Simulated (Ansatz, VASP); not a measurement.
# FeSb: VASP beside Ansatz, part 2 of 2

One calculation is typed for both programs; each brings its own data sets and cutoff. How far apart do they land? The cell is taken from a series of VASP runs on this material, whose earlier steps may have relaxed, scaled or displaced it; both programs get it as it stands.

VASP 6.6.1 and Ansatz 0.2.0.

So far: The structure; Ansatz: relaxation of cell and atoms, PBEsol, DFT+U.

## 3. VASP: relaxation of cell and atoms, PBEsol, DFT+U

Level of this step: PBEsol, DFT+U (Fe d 3 eV), spin-polarised from an antiferromagnetic start; plane waves and PAW (Fe, Sb) (VASP).

The same cell, functional, mesh and smearing now go to VASP, with its own data sets and cutoff.

Lines of VASP's logs that name or quote its potential files are left out, and so is its time.

INCAR

```
SYSTEM = FeSb
PREC = Accurate
ENCUT = 400
EDIFF = 1E-06
NELM = 100
ISMEAR = 0
SIGMA = 0.05
LREAL = .FALSE.
ALGO = Normal
GGA = PS
NBANDS = 38
ISPIN = 2
MAGMOM = 2.53 -2.53 2.53 -2.53 -0.01 0.01 -0.01 0.01
LDAU = .TRUE.
LDAUTYPE = 2
LDAUL = 2 -1
LDAUU = 3 0
LDAUJ = 0 0
LDAUPRINT = 1
LASPH = .TRUE.
LMAXMIX = 4
LORBIT = 11
LWAVE = .FALSE.
LCHARG = .FALSE.
KPAR = 8
IBRION = 2
NSW = 60
ISIF = 3
EDIFFG = -0.01
```

POSCAR

```
FeSb
1.0
    8.1186483658      0.1384044141      0.0000000000
    2.0895929607      3.6192811751      0.0000000000
    0.0000000000      0.0000000000      5.1047774771
Fe Sb
4 4
Direct
    0.0000000000      0.0000000000      0.0000000000
    0.5000000000      0.0000000000      0.0000000000
    0.0000000000      0.0000000000      0.5000000000
    0.5000000000      0.0000000000      0.5000000000
    0.1619190298      0.3380809702      0.2500000000
    0.6619190298      0.3380809702      0.2500000000
    0.8380809702      0.6619190298      0.7500000000
    0.3380809702      0.6619190298      0.7500000000
```

KPOINTS

```
Automatic mesh
0
Gamma
6 6 5
0 0 0
```

Potentials, in the order of the species: Fe and Sb (PBE family, release 64).

The run is started by

```
mpirun -np 8 vasp_std
```

Numbers of over 12 decimals in the logs are rounded to 6 here.

The program printed:

```text
[banner, memory and clock lines left out]
running    8 mpi-ranks, on    1 nodes
 distrk:  each k-point on    1 cores,    8 groups
 distr:  one band on    1 cores,    1 groups

 POSCAR found type information on POSCAR FeSb
 POSCAR found :  2 types and       8 ions
|                                                                             |
|           W    W    AA    RRRRR   N    N  II  N    N   GGGG   !!!           |
|           W    W   A  A   R    R  NN   N  II  NN   N  G    G  !!!           |
|           W    W  A    A  R    R  N N  N  II  N N  N  G       !!!           |
|           W WW W  AAAAAA  RRRRR   N  N N  II  N  N N  G  GGG   !            |
|           WW  WW  A    A  R   R   N   NN  II  N   NN  G    G                |
|           W    W  A    A  R    R  N    N  II  N    N   GGGG   !!!           |
|                                                                             |
|     For optimal performance we recommend to set                             |
|       NCORE = 2 up to number-of-cores-per-socket                            |
|     NCORE specifies how many cores store one orbital (NPAR=cpu/NCORE).      |
|     This setting can greatly improve the performance of VASP for DFT.       |
|     The default, NCORE=1 might be grossly inefficient on modern             |
|     multi-core architectures or massively parallel machines. Do your        |
|     Unfortunately you need to use the default for GW and RPA                |
|     calculations (for HF NCORE is supported but not extensively tested      |
|     yet).                                                                   |
|                                                                             |

|                                                                             |
|               ----> ADVICE to this user running VASP <----                  |
|                                                                             |
|     You enforced a specific xc type in the INCAR file but a different       |
|     [... a line on the potential file left out ...]
|     I HOPE YOU KNOW WHAT YOU ARE DOING!                                     |
|                                                                             |

 LDA part: xc-table for (Slater+PW92), standard interpolation
 POSCAR, INCAR and KPOINTS ok, starting setup
 FFT: planning ... GRIDC
 FFT: planning ... GRID_SOFT
 FFT: planning ... GRID
 WAVECAR not read
 entering main loop
       N       E                     dE             d eps       ncg     rms          rms(c)
DAV:   1     0.338792689938E+03    0.33879E+03   -0.16762E+04  7296   0.107E+03
DAV:   2    -0.194810657402E+02   -0.35827E+03   -0.34375E+03  7302   0.294E+02
DAV:   3    -0.454813137050E+02   -0.26000E+02   -0.24327E+02  8818   0.973E+01
DAV:   4    -0.465716756494E+02   -0.10904E+01   -0.10735E+01  9162   0.190E+01
DAV:   5    -0.466113107972E+02   -0.39635E-01   -0.39595E-01 10062   0.373E+00    0.230E+01
DAV:   6    -0.500247273551E+02   -0.34134E+01   -0.64798E+01  9122   0.114E+02    0.296E+01
DAV:   7    -0.435834302243E+02    0.64413E+01   -0.26629E+01  8620   0.738E+01    0.887E+00
DAV:   8    -0.440497769609E+02   -0.46635E+00   -0.31751E+00 10206   0.952E+00    0.568E+00
DAV:   9    -0.440350834075E+02    0.14694E-01   -0.10352E+00 10670   0.126E+01    0.219E+00
DAV:  10    -0.441083263124E+02   -0.73243E-01   -0.22710E-01 10214   0.298E+00    0.150E+00
DAV:  11    -0.442031875387E+02   -0.94861E-01   -0.21624E-01 11310   0.262E+00    0.109E+00
DAV:  12    -0.442686051732E+02   -0.65418E-01   -0.13665E-01 11464   0.207E+00    0.758E-01
DAV:  13    -0.443053666932E+02   -0.36762E-01   -0.15211E-01 11348   0.259E+00    0.324E-01
DAV:  14    -0.443087313782E+02   -0.33647E-02   -0.11109E-02  8658   0.101E+00    0.173E-01
DAV:  15    -0.443104376391E+02   -0.17063E-02   -0.30924E-03 10688   0.465E-01    0.127E-01
DAV:  16    -0.443114049892E+02   -0.96735E-03   -0.20390E-03 10740   0.273E-01    0.843E-02
DAV:  17    -0.443117909786E+02   -0.38599E-03   -0.99375E-04 11660   0.188E-01    0.584E-02
DAV:  18    -0.443119543115E+02   -0.16333E-03   -0.71203E-04 11968   0.172E-01    0.257E-02
DAV:  19    -0.443119889235E+02   -0.34612E-04   -0.19570E-04 11158   0.911E-02    0.987E-03
DAV:  20    -0.443119922679E+02   -0.33445E-05   -0.18358E-05  9062   0.293E-02    0.436E-03
DAV:  21    -0.443119927957E+02   -0.52776E-06   -0.12341E-06  5516   0.129E-02
   1 F= -.44311993E+02 E0= -.44308665E+02  d E =-.443120E+02  mag=     0.0000
[...]
2 F= -.44312452E+02 E0= -.44309297E+02  d E =-.458879E-03  mag=     0.0000
[...]
3 F= -.44312509E+02 E0= -.44309454E+02  d E =-.516680E-03  mag=     0.0000
[...]
4 F= -.44312575E+02 E0= -.44309577E+02  d E =-.658666E-04  mag=    -0.0000
[...]
5 F= -.44312575E+02 E0= -.44309576E+02  d E =-.656884E-04  mag=    -0.0000
 curvature:  -0.58 expect dE=-0.262E-04 dE for cont linesearch -0.550E-05
 ZBRENT: accuracy reached
 trial: gam=-0.04251 g(F)=  0.234E-04 g(S)=  0.216E-04 ort = 0.348E-04 (trialstep = 0.110E+01)
 search vector abs. value=  0.422E-04
 bond charge predicted
       N       E                     dE             d eps       ncg     rms          rms(c)
DAV:   1    -0.443127183409E+02   -0.14304E-03   -0.28023E-03  8060   0.569E-01    0.107E-01
DAV:   2    -0.443127370472E+02   -0.18706E-04   -0.15851E-03  8902   0.618E-01    0.135E-01
DAV:   3    -0.443125932548E+02    0.14379E-03   -0.38603E-04  8780   0.343E-01    0.203E-02
DAV:   4    -0.443125925920E+02    0.66278E-06   -0.53466E-05 11008   0.547E-02    0.163E-02
DAV:   5    -0.443125897570E+02    0.28350E-05   -0.10406E-05  9544   0.330E-02    0.451E-03
DAV:   6    -0.443125897776E+02   -0.20635E-07   -0.44181E-07  4134   0.588E-03
   6 F= -.44312590E+02 E0= -.44309562E+02  d E =-.146137E-04  mag=     0.0000
 trial-energy change:   -0.000015  1 .order   -0.000024   -0.000048    0.000001
 step:   0.9134(harm=  1.0839)  dis= 0.00040  next Energy=   -44.312590 (dE=-0.147E-04)
 reached required accuracy - stopping structural energy minimisation
```

From OUTCAR (step 3):

```text
ion  position               nearest neighbor table
   1  0.000  0.000  0.000-   3 2.55   3 2.55   8 2.68   6 2.68   7 2.70   5 2.70   7 2.70   5 2.70

  LATTYP: Found a simple orthorhombic cell.
 ALAT       =     4.1791859214
 B/A-ratio  =     1.2214765203
 C/A-ratio  =     1.6658157002

 Subroutine GETGRP returns: Found  8 space group operations
 (whereof  4 operations were pure point group operations)

The static configuration has the point symmetry C_2h.
 The point group associated with its full space group is D_2h.

 Found     48 irreducible k-points:

   k-points           NKPTS =     48   k-points in BZ     NKDIM =     48   number of bands    NBANDS=     38

   dimension x,y,z NGX =    54 NGY =   28 NGZ =   36
   dimension x,y,z NGXF=   108 NGYF=   56 NGZF=   72

   ENCUT  =  400.0 eV  29.40 Ry    5.42 a.u.  13.24  6.82  8.32*2*pi/ulx,y,z

   NELECT =      52.0000    total number of electrons

 k-points in reciprocal lattice and weights: Automatic mesh
   0.00000000  0.00000000  0.00000000       0.006
   0.16666667  0.00000000  0.00000000       0.011
   0.33333333  0.00000000  0.00000000       0.011
   0.50000000  0.00000000  0.00000000       0.006
   0.00000000  0.16666667  0.00000000       0.022
   0.16666667  0.16666667  0.00000000       0.011
   0.50000000  0.16666667  0.00000000       0.022
  -0.33333333  0.16666667  0.00000000       0.011
   0.00000000  0.33333333  0.00000000       0.022
[...]
0.33333333  0.50000000  0.40000000       0.022
   0.50000000  0.50000000  0.40000000       0.011

atom =   1  type =  1  l = 2

 onsite density matrix

spin component  1

  0.8904  0.0038  0.0060 -0.0231  0.0113
  0.0038  0.9110  0.0006  0.0036 -0.0187
  0.0060  0.0006  0.9001 -0.0011 -0.0035
 -0.0231  0.0036 -0.0011  0.9069  0.0038
  0.0113 -0.0187 -0.0035  0.0038  0.9034

spin component  2

  0.5795  0.0339 -0.0263 -0.0052 -0.2573
  0.0339  0.1819 -0.0091 -0.0103  0.0339
 -0.0263 -0.0091  0.5950  0.0157  0.0152
 -0.0052 -0.0103  0.0157  0.1937  0.0339
 -0.2573  0.0339  0.0152  0.0339  0.2824

 occupancies and eigenvectors

  o =  0.0975  v =  0.0000  0.0000  0.0000  0.0000  0.0000 -0.4133  0.4874 -0.0000  0.2814 -0.7159      0.0000  0.0000  0.0000  0.0000  0.0000  0.0000  0.0000  0.0000  0.0000  0.0000
  o =  0.1978  v =  0.0000  0.0000  0.0000  0.0000  0.0000 -0.0382  0.4991  0.0423 -0.8644  0.0221      0.0000  0.0000  0.0000  0.0000  0.0000  0.0000  0.0000  0.0000  0.0000  0.0000
  o =  0.2123  v =  0.0000  0.0000  0.0000  0.0000  0.0000 -0.2814 -0.7159 -0.0000 -0.4133 -0.4874      0.0000  0.0000  0.0000  0.0000  0.0000  0.0000  0.0000  0.0000  0.0000  0.0000
  o =  0.5887  v =  0.0000  0.0000  0.0000  0.0000  0.0000  0.1893 -0.0158  0.9753  0.0274 -0.1093      0.0000  0.0000  0.0000  0.0000  0.0000  0.0000  0.0000  0.0000  0.0000  0.0000
  o =  0.7361  v =  0.0000  0.0000  0.0000  0.0000  0.0000 -0.8442 -0.0262  0.2168  0.0453  0.4874      0.0000  0.0000  0.0000  0.0000  0.0000  0.0000  0.0000  0.0000  0.0000  0.0000
[...]
o =  0.5887  v =  0.1893  0.0158  0.9753 -0.0274 -0.1093  0.0000  0.0000  0.0000  0.0000  0.0000      0.0000  0.0000  0.0000  0.0000  0.0000  0.0000  0.0000  0.0000  0.0000  0.0000
  o =  0.7361  v = -0.8442  0.0262  0.2168 -0.0453  0.4874  0.0000  0.0000  0.0000  0.0000  0.0000      0.0000  0.0000  0.0000  0.0000  0.0000  0.0000  0.0000  0.0000  0.0000  0.0000
  o =  0.8662  v =  0.0000  0.0000  0.0000  0.0000  0.0000 -0.7184 -0.2689  0.1510  0.4657  0.4147      0.0000  0.0000  0.0000  0.0000  0.0000  0.0000  0.0000  0.0000  0.0000  0.0000
  o =  0.8950  v =  0.0000  0.0000  0.0000  0.0000  0.0000 -0.3700  0.5826 -0.0000  0.3363 -0.6408      0.0000  0.0000  0.0000  0.0000  0.0000  0.0000  0.0000  0.0000  0.0000  0.0000
  o =  0.8998  v =  0.0000  0.0000  0.0000  0.0000  0.0000 -0.0043 -0.1316 -0.9647  0.2279  0.0025      0.0000  0.0000  0.0000  0.0000  0.0000  0.0000  0.0000  0.0000  0.0000  0.0000
  o =  0.9228  v =  0.0000  0.0000  0.0000  0.0000  0.0000 -0.4837  0.4005 -0.2156 -0.6937  0.2793      0.0000  0.0000  0.0000  0.0000  0.0000  0.0000  0.0000  0.0000  0.0000  0.0000
  o =  0.9281  v =  0.0000  0.0000  0.0000  0.0000  0.0000  0.3363  0.6408 -0.0000  0.3700  0.5826      0.0000  0.0000  0.0000  0.0000  0.0000  0.0000  0.0000  0.0000  0.0000  0.0000

 average (electrostatic) potential at core
       1 -41.1580       2 -41.1580       3 -41.1580       4 -41.1580       5 -84.4658
       6 -84.4658       7 -84.4658       8 -84.4658

 E-fermi :   8.0295

 spin component 1
 k-point     1 :       0.0000    0.0000    0.0000
  band No.  band energies     occupation
    ...
     21       5.9250      1.00000
     22       6.5284      1.00000
     23       6.5555      1.00000
     24       7.8122      1.00000
     25       8.0116      0.69345
     26       8.2949      0.00000
     27       8.5032      0.00000
     28       8.5388      0.00000
     29       9.1594      0.00000
     30       9.8047      0.00000
    ...

 k-point     2 :       0.1667    0.0000    0.0000
  band No.  band energies     occupation
    ...
     20       5.9623      1.00000
     21       6.0491      1.00000
     22       6.5794      1.00000
     23       6.5942      1.00000
     24       7.3378      1.00000
     25       8.0349      0.43858
     26       8.2634      0.00000
     27       8.4354      0.00000
     28       8.6943      0.00000
     29       9.1516      0.00000
    ...

 k-point     3 :       0.3333    0.0000    0.0000
  band No.  band energies     occupation
    ...
     21       6.2933      1.00000
     22       6.5529      1.00000
     23       6.7016      1.00000
     24       6.8203      1.00000
     25       7.5234      1.00000
     26       8.1793      0.00001
     27       8.7973      0.00000
     28       9.1118      0.00000
     29       9.1360      0.00000
     30       9.6565      0.00000
    ...

 k-point     4 :       0.5000    0.0000    0.0000
  band No.  band energies     occupation
    ...
     21       6.3193      1.00000
     22       6.4440      1.00000
     23       6.5111      1.00000
     24       6.7773      1.00000
     25       7.5303      1.00000
     26       8.1149      0.00784
     27       8.9302      0.00000
     28       9.1282      0.00000
     29       9.3758      0.00000
     30       9.5814      0.00000
    ...

 k-point     5 :       0.0000    0.1667    0.0000
  band No.  band energies     occupation
    ...
     21       6.2296      1.00000
     22       6.4178      1.00000
     23       6.4547      1.00000
     24       6.7229      1.00000
     25       7.4046      1.00000
     26       8.4208      0.00000
     27       8.4569      0.00000
     28       8.8582      0.00000
     29       9.0648      0.00000
     30       9.3341      0.00000
    ...

 k-point     6 :       0.1667    0.1667    0.0000
  band No.  band energies     occupation
    ...
     21       5.9527      1.00000
     22       6.4290      1.00000
     23       6.4621      1.00000
     24       6.8391      1.00000
     25       7.0580      1.00000
     26       8.4407      0.00000
     27       8.7653      0.00000
     28       8.8325      0.00000
     29       8.9515      0.00000
     30       9.2909      0.00000
    ...

  Total        0.0293643      0.0463594      0.0520269      0.0147182      0.0000000      0.0000000
  in kB        0.3163637      0.4994645      0.5605256      0.1585700      0.0000000      0.0000000
  external PRESSURE =       0.4587846 kB  Pullay stress =       0.0000000 kB

  energy-cutoff  :      400.00
  volume of cell :      148.71
      direct lattice vectors                 reciprocal lattice vectors
     8.122881850  0.150503623  0.000000000     0.124440197 -0.071845581  0.000000000
     2.095890443  3.630188734  0.000000000    -0.005159153  0.278446410  0.000000000
     0.000000000  0.000000000  5.097707804     0.000000000  0.000000000  0.196166598

 POSITION                                       TOTAL-FORCE (eV/Angst)
 -----------------------------------------------------------------------------------
      2.09589      3.63019      5.09771         0.000000     -0.000000      0.000000
      6.15733      3.70544      5.09771         0.000000     -0.000000      0.000000
      2.09589      3.63019      2.54885         0.000000     -0.000000     -0.000000
      6.15733      3.70544      2.54885         0.000000     -0.000000      0.000000
      2.02305      1.25212      1.27443        -0.007238      0.004179     -0.000000
      6.08449      1.32737      1.27443        -0.007238      0.004179      0.000000
      8.19573      2.52857      3.82328         0.007238     -0.004179      0.000000
      4.13429      2.45332      3.82328         0.007238     -0.004179     -0.000000
 -----------------------------------------------------------------------------------
    total drift:                               -0.000000     -0.000000     -0.000000

  FREE ENERGIE OF THE ION-ELECTRON SYSTEM (eV)
  ---------------------------------------------------
  free  energy   TOTEN  =       -44.3125897776 eV

  energy  without entropy=      -44.3065349030  energy(sigma->0) =      -44.30956234

 reached required accuracy - stopping structural energy minimisation

 total charge
# of ion       s       p       d       tot
------------------------------------------
    1        0.405   0.451   6.318   7.174
    2        0.405   0.451   6.318   7.174
    3        0.405   0.451   6.318   7.174
    4        0.405   0.451   6.318   7.174
    5        1.137   1.263   0.060   2.460
    6        1.137   1.263   0.060   2.460
    7        1.137   1.263   0.060   2.460
    8        1.137   1.263   0.060   2.460
--------------------------------------------------
tot          6.170   6.854  25.512  38.536

 magnetization (x)
# of ion       s       p       d       tot
------------------------------------------
    1        0.011   0.009   2.678   2.698
    2       -0.011  -0.009  -2.678  -2.698
    3        0.011   0.009   2.678   2.698
    4       -0.011  -0.009  -2.678  -2.698
    5        0.005  -0.047  -0.001  -0.043
    6       -0.005   0.047   0.001   0.043
    7        0.005  -0.047  -0.001  -0.043
    8       -0.005   0.047   0.001   0.043
--------------------------------------------------
tot          0.000   0.000  -0.000  -0.000

[... 1 further part left out ...]
```

CONTCAR:

```
FeSb
   1.00000000000000
     8.1228818497230524    0.1505036229488441    0.0000000000000000
     2.0958904427950382    3.6301887340484740    0.0000000000000000
     0.0000000000000000    0.0000000000000000    5.0977078043395894
  Fe              Sb
     4     4
Direct
     0.0000000000000000    1.0000000000000000    1.0000000000000000
     0.5000000000000000    1.0000000000000000    1.0000000000000000
     0.0000000000000000    1.0000000000000000    0.5000000000000000
     0.5000000000000000    1.0000000000000000    0.5000000000000000
     0.1617889852176735    0.3382110147823266    0.2500000000000000
     0.6617889852176736    0.3382110147823266    0.2500000000000000
     0.8382110147823264    0.6617889852176736    0.7500000000000000
     0.3382110147823266    0.6617889852176736    0.7500000000000000
```

A U on the itinerant d states of such a compound is hard to justify; it moves the bands at the Fermi level and favours large moments.

## 4. Side by side

Known differences besides the potentials themselves: U acts on the PAW sphere in VASP and on atomic orbitals in Ansatz, so only states and trends compare; both relaxations stop at a tolerance, which leaves soft axes loose, and VASP keeps its plane-wave basis; the data sets hold 124 valence electrons in Ansatz (default PAW (the set named soft_2) files) and 52 in VASP; the cutoff is 420 eV in Ansatz and 400 eV in VASP; Ansatz makes its cores anew for this functional, VASP keeps those of its PBE data sets; Ansatz adds a Pulay correction to the stress that steers its cell, VASP none; site moments are counted in spheres of each program's own size. Total energies have different zeros and are not compared.

Both answers:

```
                                         quantity  Ansatz    VASP  difference
                                      volume (Å³)  151.13  148.71     +1.62 %
edge a after relaxation, in the typed setting (Å)   8.182   8.124     +0.71 %
edge b after relaxation, in the typed setting (Å)   4.191   4.192     -0.03 %
edge c after relaxation, in the typed setting (Å)   5.132   5.098     +0.67 %
                               moment on Fe1 (μB)    2.61    2.70       -0.09
                               moment on Fe2 (μB)   -2.61   -2.70       +0.09
                               moment on Fe3 (μB)    2.61    2.70       -0.09
                               moment on Fe4 (μB)   -2.61   -2.70       +0.09
```

The walks stopped with 0.00 GPa left in Ansatz and 0.05 GPa in VASP; each walk ends within a tolerance, so the volume difference is uncertain by about these residues over the bulk modulus, most in soft cells.

## 5. What came out

| Item | Value |
| --- | --- |
| difference in volume (relaxation of cell and atoms, PBEsol, DFT+U) | 1.6 % |

What this shows: The difference in volume is 1.6 % (relaxation of cell and atoms, PBEsol, DFT+U). How closely two codes agree says nothing of how well the functional describes the real material.

[Lines on the potential files, build, host, timing and source positions are cut from VASP's logs without a mark.]

[Logs are printed without paths, hosts, clocks, repeated set-up lines and the standing remarks that a program may print on its own settings, such as how far it seeks lower states.]

[Hosts, paths, dates, database ids (printed as entryN), source tags and the programs' standing remarks are cut or masked in the printed files.]
